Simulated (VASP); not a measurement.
```
CELL_PARAMETERS angstrom
      5.73010     0.00000     0.00000
      0.00000     5.73010     0.00000
      0.00000     0.00000     5.73010
ATOMIC_POSITIONS crystal
  Zn 0.00000 0.00000 0.00000
  Te 0.26015 0.26015 0.26015
  Te 0.73985 0.73985 0.26015
  Te 0.73985 0.26015 0.73985
  Te 0.26015 0.73985 0.73985
  Be 0.50000 0.50000 0.00000
  Be 0.50000 0.00000 0.50000
  Be 0.00000 0.50000 0.50000
```

Level of theory: PBEsol GGA, VASP's PBE PAW potentials (set 64) (plane waves; VASP). Run with 400 eV cut-off, 5×5×5 Γ-centred mesh, tetrahedra with Blöchl corrections, potentials Zn Te Be.

The cores are frozen, which limits the accuracy of field gradients.

**Question.** Give the principal components of the electric field gradient (V/Å²) and the asymmetry η at each nucleus.

**Answer.** 
```tsv
atom	Vxx	Vyy	Vzz	η
Zn1	0.0	0.0	0.0	-
Te2	8.2	8.2	-16.3	0.00
Te3	8.2	8.2	-16.3	0.00
Te4	8.2	8.2	-16.3	0.00
Te5	8.2	8.2	-16.3	0.00
Be6	0.4	0.4	-0.8	0.00
Be7	0.4	0.4	-0.8	0.00
Be8	0.4	0.4	-0.8	0.00
```

The structure was generated: Be3ZnTe4 was put into an ordered model structure (P-43m), which need not be its known phase. It was relaxed first.
